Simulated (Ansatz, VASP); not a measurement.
# Cross-check of SnPb3Se4 (Pb0.75Sn0.25Se, rock salt) between VASP and Ansatz

One calculation is typed for both programs; each brings its own data sets. How far apart do they land? The cell is invented: As first built, before any earlier steps moved the atoms (in the runner's words): 2x2x2 conventional cells of the PbSe type (64 atoms: 32 Se, 8 Sn, 24 Pb); Pb/Sn share their sites, one random draw; start lattice by linear mixing of the end members' cells; atoms moved at random by 0.02 A. It may not be a known or stable phase. The structure shown is the end of the Ansatz relaxation below.

Main program and level: Ansatz 0.2.0; plane waves, with VASP 6.6.1 beside it; single point at PBE.

### Step 1. Starting point

The cell holds 64 atoms: 32 Se, 8 Sn and 24 Pb. Cell: a = 12.354 Å, b = 12.354 Å, c = 12.354 Å, α = 90.0°, β = 90.0°, γ = 90.0°. It derives from PbSe (PbSe type, space group 225), repeated 2×2×2. As first built, before any earlier steps moved the atoms (in the runner's words): 2x2x2 conventional cells of the PbSe type (64 atoms: 32 Se, 8 Sn, 24 Pb); Pb/Sn share their sites, one random draw; start lattice by linear mixing of the end members' cells; atoms moved at random by 0.02 A.

### Step 2. Ansatz: relaxation, PBE

Ansatz runs on its default PAW (the set named soft_2) files.

This run makes the geometry at which the two programs are then compared.

input.yaml reads:

```yaml
crystal:
  lattice:
    - [12.19195, 0.0, 0.0]
    - [0.0, 12.19195, 0.0]
    - [0.0, 0.0, 12.19195]
  atoms:
    - { symbol: Se, position: [0.24792, 0.00044, 0.00026] }
    - { symbol: Se, position: [0.24969, 0.24587, 0.24912] }
    - { symbol: Se, position: [0.99992, 0.00019, 0.24749] }
    - { symbol: Se, position: [0.99922, 0.24839, 0.99867] }
    - { symbol: Se, position: [0.25174, 0.99868, 0.49995] }
    - { symbol: Se, position: [0.25145, 0.24904, 0.74982] }
    - { symbol: Se, position: [0.00018, 0.0001, 0.74799] }
    - { symbol: Se, position: [0.00012, 0.25223, 0.49746] }
    - { symbol: Se, position: [0.25141, 0.5002, 0.99895] }
    - { symbol: Se, position: [0.25328, 0.75125, 0.24803] }
    - { symbol: Se, position: [0.00012, 0.50095, 0.24969] }
    - { symbol: Se, position: [0.00112, 0.74989, 0.00109] }
    - { symbol: Se, position: [0.25236, 0.49889, 0.50033] }
    - { symbol: Se, position: [0.24924, 0.75021, 0.74805] }
    - { symbol: Se, position: [0.99905, 0.49968, 0.75147] }
    - { symbol: Se, position: [0.00188, 0.74783, 0.4987] }
    - { symbol: Se, position: [0.75106, 0.99673, 0.99924] }
    - { symbol: Se, position: [0.74984, 0.25206, 0.25113] }
    - { symbol: Se, position: [0.49946, 0.9994, 0.24959] }
    - { symbol: Se, position: [0.5025, 0.2493, 0.9995] }
    - { symbol: Se, position: [0.75058, 0.9998, 0.49968] }
    - { symbol: Se, position: [0.74817, 0.24998, 0.74927] }
    - { symbol: Se, position: [0.50191, 0.00107, 0.74996] }
    - { symbol: Se, position: [0.5011, 0.24944, 0.50173] }
    - { symbol: Se, position: [0.74999, 0.50096, 0.99788] }
    - { symbol: Se, position: [0.75057, 0.74723, 0.24666] }
    - { symbol: Se, position: [0.4995, 0.49852, 0.25027] }
    - { symbol: Se, position: [0.50368, 0.74864, 0.99898] }
    - { symbol: Se, position: [0.75034, 0.50081, 0.49971] }
    - { symbol: Se, position: [0.74966, 0.75115, 0.75085] }
    - { symbol: Se, position: [0.4983, 0.49987, 0.75006] }
    - { symbol: Se, position: [0.49827, 0.75043, 0.49859] }
    - { symbol: Sn, position: [0.00159, 0.00032, 0.50015] }
    - { symbol: Sn, position: [0.99903, 0.24981, 0.74672] }
    - { symbol: Sn, position: [0.24814, 0.0006, 0.74651] }
    - { symbol: Sn, position: [0.25139, 0.74714, 0.50124] }
    - { symbol: Sn, position: [0.49861, 0.00128, 0.00021] }
    - { symbol: Sn, position: [0.49748, 0.75205, 0.25237] }
    - { symbol: Sn, position: [0.74989, 0.49955, 0.24974] }
    - { symbol: Sn, position: [0.4984, 0.5018, 0.49911] }
    - { symbol: Pb, position: [0.99992, 0.9987, 0.99897] }
    - { symbol: Pb, position: [0.9979, 0.25206, 0.24975] }
    - { symbol: Pb, position: [0.25158, 2.0e-05, 0.24886] }
    - { symbol: Pb, position: [0.24946, 0.24908, 1.0e-05] }
    - { symbol: Pb, position: [0.24938, 0.24951, 0.49774] }
    - { symbol: Pb, position: [0.99868, 0.50271, 0.9989] }
    - { symbol: Pb, position: [0.99827, 0.75055, 0.25231] }
    - { symbol: Pb, position: [0.24761, 0.49966, 0.24896] }
    - { symbol: Pb, position: [0.24711, 0.75121, 0.99996] }
    - { symbol: Pb, position: [0.00012, 0.49877, 0.50075] }
    - { symbol: Pb, position: [0.99912, 0.74977, 0.74818] }
    - { symbol: Pb, position: [0.24801, 0.50219, 0.74917] }
    - { symbol: Pb, position: [0.50048, 0.24994, 0.24928] }
    - { symbol: Pb, position: [0.74917, 0.00103, 0.2495] }
    - { symbol: Pb, position: [0.74975, 0.25004, 0.00193] }
    - { symbol: Pb, position: [0.50112, 0.00063, 0.49908] }
    - { symbol: Pb, position: [0.49773, 0.25156, 0.75159] }
    - { symbol: Pb, position: [0.74977, 0.00089, 0.75128] }
    - { symbol: Pb, position: [0.75136, 0.25151, 0.49925] }
    - { symbol: Pb, position: [0.50249, 0.49796, 0.00141] }
    - { symbol: Pb, position: [0.75081, 0.75143, 0.00308] }
    - { symbol: Pb, position: [0.50244, 0.74812, 0.74723] }
    - { symbol: Pb, position: [0.75134, 0.49833, 0.74998] }
    - { symbol: Pb, position: [0.75138, 0.7473, 0.49654] }
kpoints:
  mp_grid: { grid: [2, 2, 2], shift: [0.5, 0.5, 0.5] }
hamiltonian:
  xc: pbe
scf:
  occupations: { method: fermi_dirac, width: 0.01 }
output:
  forces: true
  stress: true
relax:
  f_tol: 0.02
  max_steps: 45
  cell: { stress_tol: 0.1 }
```

Command:

```bash
$ ansatz run input.yaml --threads 32 --pin off --max-ram 143360MiB --backend cuda --events-out ev --progress --plain --runs-dir out
```

Numbers of over 12 decimals in the logs are rounded to 6 here.

Output:

```text
Engine: ansatz 0.2.0, aarch64-unknown-linux-gnu
Pseudopotentials: kind: paw
Pseudopotential: Se, paw, valence charge 16, recommended cutoff 420 eV (normal), Se.paw.azcp
Pseudopotential: Sn, paw, valence charge 14, recommended cutoff 420 eV (normal), Sn.paw.azcp
Pseudopotential: Pb, paw, valence charge 14, recommended cutoff 420 eV (normal), Pb.paw.azcp
device memory: the entry about to start is reckoned to put 24.0 GiB on a device that reports 182.5 GiB free
GPU FFT provider: cuFFT
GPU libraries: cuBLAS 13.8.1, cuFFT 12.4.0, cuSOLVER 12.3.2
GPU matrix products: emulated (plane waves: as basis.precision tells), large ones in fixed point in workspaces of 1.00 GiB
Crystal: 64 atoms, lattice volume = 1812.256 Å³
Basis set: ecut = 420 eV, 35513 PW (Γ), exchange–correlation on 180×180×180 points (8 copies of the dense FFT grid, shifted against one another)
Bands: 576, of which v1, the nominal top of the filled ones, is band 480 counted from 1 (479 counted from 0)
k-points: 4 of 8 (time reversal used)
GPU buffer pool allocated for 729000 grid points (all kernels)
GPU transforms: local potential and band sums: pruned to the plane-wave sphere, on 81×81×81
relax step   1: F+E_penalty+E_count = -508991.85285932 eV  Δ(F+E_penalty+E_count) = +0.000e0 eV  max|allowed force component| = 3.173e-1 eV/Å  Δτ_max = 0.0000 Å  P = +2.140 GPa  Ω = 1812.256 Å³  (8 SCF iters, dr2 threshold 1.00e-7 eV, accepted)
[...]
relax step   2: F+E_penalty+E_count = -508991.98204104 eV  Δ(F+E_penalty+E_count) = -1.292e-1 eV  max|allowed force component| = 2.016e-1 eV/Å  Δτ_max = 0.1419 Å  P = -1.751 GPa  Ω = 1963.829 Å³  energy of the carried Pulay correction = -1.572e-2 eV  (8 SCF iters, dr2 threshold 6.40e-6 eV, accepted)
[...]
relax step   3: F+E_penalty+E_count = -508992.58570488 eV  Δ(F+E_penalty+E_count) = -6.037e-1 eV  max|allowed force component| = 2.311e-2 eV/Å  Δτ_max = 0.0713 Å  P = +0.074 GPa  Ω = 1882.723 Å³  energy of the carried Pulay correction = -7.569e-3 eV  (7 SCF iters, dr2 threshold 6.40e-6 eV, accepted)
[...]
relax step   4: F+E_penalty+E_count = -508992.58871317 eV  Δ(F+E_penalty+E_count) = -3.008e-3 eV  max|allowed force component| = 1.727e-3 eV/Å  Δτ_max = 0.0207 Å  P = +0.001 GPa  Ω = 1885.397 Å³  energy of the carried Pulay correction = -7.847e-3 eV  (7 SCF iters, dr2 threshold 3.34e-8 eV, accepted)
[...]
relax step   5: F+E_penalty+E_count = -508992.59653763 eV  Δ(F+E_penalty+E_count) = -7.824e-3 eV  max|allowed force component| = 1.734e-3 eV/Å  Δτ_max = 0.0000 Å  P = +0.000 GPa  Ω = 1885.397 Å³  stress off target by 1.41e-3 GPa  SCF on the basis re-selected at this cell (its energy is not comparable with the rows above)  (8 SCF iters)
basis re-selected at this cell: Δ(F+E_penalty+E_count) = -7.824e-3 eV, ΔP = -0.000 GPa vs the last step (what re-selecting the basis moved, of the pressure what is left beyond the Pulay correction that the steps carried, after the strain that the cell walked since its last selection, with what the two solves' SCF thresholds leave and, on support functions, any second-order correction that the steps lacked; it is no m [...]
SCF converged after 8 iterations
Free energy (F): -508992.596538 eV
Internal energy: -508992.596538 eV  (E = F + TS)
E sigma→0 (E₀):  -508992.596538 eV
Fermi energy:    8.822167 eV
--- Forces (eV/Å), atoms counted from 1 ---
  max |Σ_I F_I| component: 6.95e-7 eV/Å
--- Stress (GPa, compression-positive) ---
       -0.000053      -0.000270      -0.001330
       -0.000270       0.000212      -0.000100
       -0.001330      -0.000100       0.000176
  P = ⅓ Tr σ = 0.0001 GPa (0.001 kbar)
--- Band table (eV) ---
--- Relaxed structure (4 steps of the walk, 4 accepted, 1 SCFs on fresh bases) ---
  F+E_penalty+E_count = -508992.59653763 eV   max|allowed force component| = 1.734e-3 eV/Å   (the final SCF, on the basis selected at the relaxed cell)
  cell:  # Å, volume = 1885.3969 Å³
    - [12.353918, 0.00121803, 0.000457082]
    - [0.00121803, 12.353791, 4.830969580051877e-5]
    - [0.000457082, 4.830969580051877e-5, 12.353722]
  atoms:
    [... one line an atom ...]
```

### Step 3. VASP: single point, PBE

The same cell, functional, mesh and smearing now go to VASP, with its own data sets.

Lines of VASP's logs that name or quote its potential files are left out, and so is its time.

INCAR reads:

```
SYSTEM = SnPb3Se4
PREC = Accurate
ENCUT = 400
EDIFF = 1E-06
NELM = 120
ISMEAR = -1
SIGMA = 0.01
LREAL = Auto
ALGO = Normal
GGA = PE
NBANDS = 376
LORBIT = 11
LWAVE = .FALSE.
LCHARG = .FALSE.
ISIF = 2
ISYM = 0
LASPH = .TRUE.
GGA_COMPAT = .FALSE.
EFERMI = MIDGAP
KPAR = 4
```

POSCAR reads:

```
SnPb3Se4
1.0
   12.3539180000      0.0012180000      0.0004570000
    0.0012180000     12.3537910000      0.0000480000
    0.0004570000      0.0000480000     12.3537220000
Se Sn Pb
32 8 24
Direct
    0.2532600000      0.9996700000      0.9963700000
    0.2502000000      0.2498000000      0.2496300000
    0.0002400000      0.9998000000      0.2523100000
    0.0002200000      0.2494400000      0.9963400000
    0.2479100000      0.9967300000      0.5023600000
    0.2474200000      0.2465700000      0.7492200000
    0.0034500000      0.0025700000      0.7465500000
    0.0004500000      0.2467200000      0.5024400000
    0.2505200000      0.5000200000      0.9993800000
    0.2534900000      0.7498600000      0.2524000000
    0.9974300000      0.4998400000      0.2498300000
    0.0004300000      0.7501300000      0.9994900000
    0.2533700000      0.5027600000      0.4993900000
    0.2502200000      0.7526500000      0.7462600000
    0.0002100000      0.4965400000      0.7491000000
    0.0035900000      0.7525100000      0.4995200000
    0.7475000000      0.9997700000      0.9995300000
    0.7501500000      0.2526500000      0.2495400000
    0.5001600000      0.9966100000      0.2467600000
    0.5001400000      0.2465900000      0.9994300000
    0.7532400000      0.9996400000      0.4995500000
    0.7535100000      0.2497300000      0.7494400000
    0.4974600000      0.9997800000      0.7519700000
    0.5000800000      0.2521800000      0.4994400000
    0.7498000000      0.4998400000      0.0023800000
    0.7474100000      0.7466300000      0.2497200000
    0.5033200000      0.5026500000      0.2522200000
    0.5000100000      0.7524500000      0.0023300000
    0.7475800000      0.5000400000      0.4963200000
    0.7502300000      0.7497600000      0.7492900000
    0.5001700000      0.4998200000      0.7464000000
    0.4975000000      0.7470100000      0.4963900000
    0.0002900000      0.0002300000      0.5003500000
    0.0000800000      0.2494500000      0.7492600000
    0.2494000000      0.0001700000      0.7491400000
    0.2499500000      0.7505400000      0.4998300000
    0.4993600000      0.9999300000      0.9996000000
    0.4994300000      0.7500700000      0.2501000000
    0.7488700000      0.5006200000      0.2501800000
    0.4995800000      0.5010400000      0.4990300000
    0.0000000000      0.0002500000      0.9993000000
    0.9996300000      0.2499700000      0.2498600000
    0.2500100000      0.9996400000      0.2498000000
    0.2499200000      0.2496100000      0.9991100000
    0.2498200000      0.2499400000      0.5000000000
    0.9995900000      0.4998600000      0.9996300000
    0.9996500000      0.7500000000      0.2501400000
    0.2499700000      0.5005600000      0.2500200000
    0.2503700000      0.7505200000      0.9996600000
    0.9998000000      0.5001500000      0.4995600000
    0.0003100000      0.7503900000      0.7491600000
    0.2498100000      0.5001500000      0.7490800000
    0.5001100000      0.2503800000      0.2496600000
    0.7495600000      0.9999600000      0.2496700000
    0.7499100000      0.2500100000      0.9996500000
    0.4993200000      0.9998000000      0.4996800000
    0.4995600000      0.2497800000      0.7495400000
    0.7498400000      0.0002500000      0.7496500000
    0.7500700000      0.2502700000      0.4995700000
    0.5001200000      0.5004700000      0.0001000000
    0.7493600000      0.7500900000      0.0001300000
    0.4994500000      0.7502700000      0.7495100000
    0.7497400000      0.4997900000      0.7494800000
    0.7496100000      0.7498400000      0.4991800000
```

KPOINTS reads:

```
Points of the shifted mesh
8
Reciprocal
 0.2500000000  0.2500000000  0.2500000000 1
 0.2500000000  0.2500000000  0.7500000000 1
 0.2500000000  0.7500000000  0.2500000000 1
 0.2500000000  0.7500000000  0.7500000000 1
 0.7500000000  0.2500000000  0.2500000000 1
 0.7500000000  0.2500000000  0.7500000000 1
 0.7500000000  0.7500000000  0.2500000000 1
 0.7500000000  0.7500000000  0.7500000000 1
```

The projector-augmented-wave data sets are Se, Sn_d and Pb_d (PBE family, release 64).

Command:

```bash
$ mpirun -np 8 vasp_std
```

Output:

```text
[banner, memory and clock lines left out]
running    8 mpi-ranks, on    1 nodes
[...]
|                                                                             |
|           W    W    AA    RRRRR   N    N  II  N    N   GGGG   !!!           |
|           W    W   A  A   R    R  NN   N  II  NN   N  G    G  !!!           |
|           W    W  A    A  R    R  N N  N  II  N N  N  G       !!!           |
|           W WW W  AAAAAA  RRRRR   N  N N  II  N  N N  G  GGG   !            |
|           WW  WW  A    A  R   R   N   NN  II  N   NN  G    G                |
|           W    W  A    A  R    R  N    N  II  N    N   GGGG   !!!           |
|                                                                             |
|     For optimal performance we recommend to set                             |
|       NCORE = 2 up to number-of-cores-per-socket                            |
|     NCORE specifies how many cores store one orbital (NPAR=cpu/NCORE).      |
|     This setting can greatly improve the performance of VASP for DFT.       |
|     The default, NCORE=1 might be grossly inefficient on modern             |
|     multi-core architectures or massively parallel machines. Do your        |
|     Unfortunately you need to use the default for GW and RPA                |
|     calculations (for HF NCORE is supported but not extensively tested      |
|     yet).                                                                   |
|                                                                             |

 LDA part: xc-table for (Slater+PW92), standard interpolation
 POSCAR, INCAR and KPOINTS ok, starting setup
[...]
entering main loop
       N       E                     dE             d eps       ncg     rms          rms(c)
DAV:   1     0.758053555292E+04    0.75805E+04   -0.23433E+05  6016   0.158E+03
DAV:   2     0.118020255355E+04   -0.64003E+04   -0.62563E+04  6016   0.467E+02
DAV:   3    -0.115918643389E+03   -0.12961E+04   -0.12235E+04  7136   0.235E+02
DAV:   4    -0.264756627195E+03   -0.14884E+03   -0.14457E+03  7544   0.720E+01
[...]
DAV:  13    -0.262877139726E+03   -0.13833E-04   -0.14454E-04  7200   0.279E-02    0.106E-02
DAV:  14    -0.262877139662E+03    0.63847E-07   -0.13163E-05  6816   0.986E-03    0.614E-03
DAV:  15    -0.262877139649E+03    0.13279E-07   -0.46156E-06  5352   0.448E-03
   1 F= -.26287714E+03 E0= -.26287714E+03  d E =0.000000E+00
```

From OUTCAR (step 3):

```text
  Total       -0.4796590     -0.4557416     -0.4931121      0.0031882     -0.0045937     -0.0069468
  in kB       -0.4076058     -0.3872813     -0.4190380      0.0027093     -0.0039036     -0.0059032
  external PRESSURE =      -0.4046417 kB  Pullay stress =       0.0000000 kB

 POSITION                                       TOTAL-FORCE (eV/Angst)
 -----------------------------------------------------------------------------------
      3.13043     12.35007     12.30904        -0.004845     -0.000446      0.004873
      3.09137      3.08629      3.08399         0.002203     -0.000897     -0.006847
      0.00430     12.35133      3.11702        -0.002378      0.001956      0.005983
      0.00348      3.08158     12.30852        -0.002357      0.005076     -0.006339
      3.06410     12.31372      6.20618        -0.000578      0.005530     -0.001420
      3.05725      3.04641      9.25578         0.005106      0.000713     -0.001080
      0.04297      0.03179      9.22267        -0.007674     -0.003232      0.006500
      0.00609      3.04795      6.20702        -0.000549     -0.001203     -0.008402
      3.09597      6.17750     12.34620         0.003039      0.000143     -0.001351
      3.13262      9.26393      3.11823        -0.000975      0.002697     -0.009949
     12.32289      6.17615      3.08681        -0.008881      0.002896      0.003994
      0.00668      9.26700     12.34746         0.003161      0.001724     -0.004267
      3.13095      6.21132      6.16947        -0.000956     -0.005840     -0.001034
      3.09246      9.29842      9.21924        -0.000637     -0.008048     -0.001251
[...]
-----------------------------------------------------------------------------------
    total drift:                                0.002714      0.014907     -0.021581

  FREE ENERGIE OF THE ION-ELECTRON SYSTEM (eV)
  ---------------------------------------------------
  free  energy   TOTEN  =      -262.8771396487 eV

  energy  without entropy=     -262.8771396487  energy(sigma->0) =     -262.87713965

[... 1 further part left out ...]
```

The run ends at a pressure of -0.04 GPa, with forces up to 0.012 eV/Å.

### Step 4. Side by side

Known differences besides the potentials themselves: the data sets hold 960 valence electrons in Ansatz (on its default PAW (the set named soft_2) files) and 640 in VASP; the cutoff is 420 eV in Ansatz and 400 eV in VASP (PREC = Accurate, projectors in real space). Total energies have different zeros and are not compared.

Compared:

| quantity | Ansatz | VASP | difference |
| --- | --- | --- | --- |
| gap on the k mesh (eV) | 1.243 | 1.241 | +0.002 |

A gap on the mesh is an upper bound, since the band edges may lie between its points; neither run holds spin-orbit coupling, which can move the band edges of a compound of Pb.

### Step 5. Results

```yaml
difference_in_gap_on_the_k_mesh_single_point_pbe: 0.0018 eV
```

In words: The difference in gap on the k mesh is 0.0018 eV (single point, PBE), within the 0.08 eV picked in this series as the mark of a large difference. The data sets hold unlike numbers of valence electrons (960 in Ansatz and 640 in VASP), so part of the differences comes from the potentials. Such differences can come from data sets, numerical settings and the points named under the comparisons, not from the functional's error against experiment.

[Lines on the potential files, build, host, timing and source positions are cut from VASP's logs without a mark.]

[Logs are printed without paths, hosts, clocks, repeated set-up lines and the standing remarks that a program may print on its own settings, such as how far it seeks lower states.]

[Hosts, paths, dates, database ids (printed as entryN), source tags and the programs' standing remarks are cut or masked in the printed files.]
